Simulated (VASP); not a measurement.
These are PBE GGA with D4 dispersion, VASP's PBE PAW potentials (set 64) (plane waves; VASP 6.6.1) values and carry that method's errors.

VASP input:

File KPOINTS:
```
k-points along high-symmetry lines
15
Line-mode
Reciprocal
  0.000000   0.000000   0.000000 ! GAMMA
  0.000000   0.500000   0.000000 ! X

  0.000000   0.500000   0.000000 ! X
  0.500000   0.500000   0.000000 ! M

  0.500000   0.500000   0.000000 ! M
  0.000000   0.000000   0.000000 ! GAMMA

  0.000000   0.000000   0.000000 ! GAMMA
  0.500000   0.500000   0.500000 ! R

  0.500000   0.500000   0.500000 ! R
  0.000000   0.500000   0.000000 ! X

  0.500000   0.500000   0.500000 ! R
  0.500000   0.500000   0.000000 ! M
```

POSCAR:
```
CsPbBr3
1
    5.9275181362     0.0000000000    -0.0000000000
    0.0000000000     5.9275181362     0.0000000000
   -0.0000000000    -0.0000000000     5.9275181362
Cs Pb Br
1 1 3
Direct
  0.0000000000   0.0000000000   0.0000000000
  0.5000000000   0.5000000000   0.5000000000
  0.5000000000   0.0000000000   0.5000000000
  0.0000000000   0.5000000000   0.5000000000
  0.5000000000   0.5000000000   0.0000000000
```

INCAR:
```
# general
SYSTEM  = CsPbBr3
PREC    = Accurate
ENCUT   = 520   # plane-wave cut-off (eV)
LREAL   = .FALSE.   # projection in real space or not
LASPH   = .TRUE.   # aspherical one-centre terms
ICHARG  = 11   # fixed density

# electronic loop
EDIFF   = 1E-7
NELM    = 100   # most electronic steps
ALGO    = Normal   # blocked Davidson
LMAXMIX = 4   # l cut-off of mixed one-centre charges

# smearing
ISMEAR  = 0   # Gaussian
SIGMA   = 0.05

# functional
GGA     = PE   # PBE
IVDW    = 13   # D4

# output
LWAVE   = .FALSE.
LCHARG  = .FALSE.
LORBIT  = 11   # lm-projected
```

POTCAR, in this order: Cs_sv Pb_d Br (PBE.64 set). Program: vasp_std. Read from the step before: CHGCAR.

The resulting files:

**OSZICAR**
```
       N       E                     dE             d eps       ncg     rms          rms(c)
DAV:   1     0.401045287055E+03    0.40105E+03   -0.18932E+04  4680   0.150E+03
DAV:   2     0.336165981475E+02   -0.36743E+03   -0.35989E+03  5774   0.330E+02
DAV:   3    -0.134244979209E+02   -0.47041E+02   -0.46190E+02  5742   0.129E+02
DAV:   4    -0.152771170303E+02   -0.18526E+01   -0.18462E+01  5714   0.325E+01
DAV:   5    -0.153432341186E+02   -0.66117E-01   -0.66053E-01  6036   0.535E+00
DAV:   6    -0.153457640916E+02   -0.25300E-02   -0.25296E-02  6246   0.111E+00
DAV:   7    -0.153458571270E+02   -0.93035E-04   -0.93033E-04  6272   0.177E-01
DAV:   8    -0.153458605184E+02   -0.33915E-05   -0.33915E-05  6746   0.341E-02
DAV:   9    -0.153458605626E+02   -0.44133E-07   -0.44103E-07  4932   0.264E-03
   1 F= -.16410656E+02 E0= -.16410656E+02  d E =-.244972E-13
```

OUTCAR:
```
 val. band max:        0.9849128626   @ k =   0.5000   0.5000   0.5000

 cond. band min:       2.6295932434   @ k =   0.5000   0.5000   0.5000



 k-point     1 :       0.0000    0.0000    0.0000
  band No.  band energies     occupation
      1     -20.3807      2.00000
      2     -15.7941      2.00000
      3     -15.7941      2.00000
      4     -15.6588      2.00000
      5     -15.6588      2.00000
      6     -15.6588      2.00000
      7     -13.5920      2.00000
      8     -12.9413      2.00000
      9     -12.9413      2.00000
     10      -7.1691      2.00000
     11      -7.1691      2.00000
     12      -7.1691      2.00000
     13      -5.9305      2.00000
     14      -3.1012      2.00000
     15      -3.1012      2.00000
     16      -3.1012      2.00000
     17      -0.9904      2.00000
     18      -0.9904      2.00000
     19      -0.9904      2.00000
     20      -0.8858      2.00000
     21      -0.8858      2.00000
     22      -0.8858      2.00000
     23       4.1155      0.00000
     24       5.2559      0.00000
     25       5.2559      0.00000
     26       6.0001      0.00000

 k-point     2 :       0.0000    0.0357    0.0000
  band No.  band energies     occupation
      1     -20.3807      2.00000
      2     -15.7941      2.00000
      3     -15.7935      2.00000
      4     -15.6588      2.00000
      5     -15.6588      2.00000
      6     -15.6588      2.00000
      7     -13.5907      2.00000
      8     -12.9438      2.00000
      9     -12.9413      2.00000
     10      -7.1690      2.00000
     11      -7.1690      2.00000
     12      -7.1690      2.00000
     13      -5.9432      2.00000
     14      -3.1001      2.00000
     15      -3.1001      2.00000
     16      -3.0766      2.00000
     17      -0.9920      2.00000
     18      -0.9918      2.00000
     19      -0.9918      2.00000
     20      -0.8873      2.00000
     21      -0.8873      2.00000
     22      -0.8872      2.00000
     23       4.1281      0.00000
...
```

The density is held fixed in this step, so its total energy and stress have no physical meaning. Unless said otherwise, spin-orbit coupling is left out, though it shifts the bands of the heavy elements here.

The compound is CsPbBr3 in the cubic perovskite structure, the ideal cubic form; the compound distorts at low or room temperature. It was relaxed first.
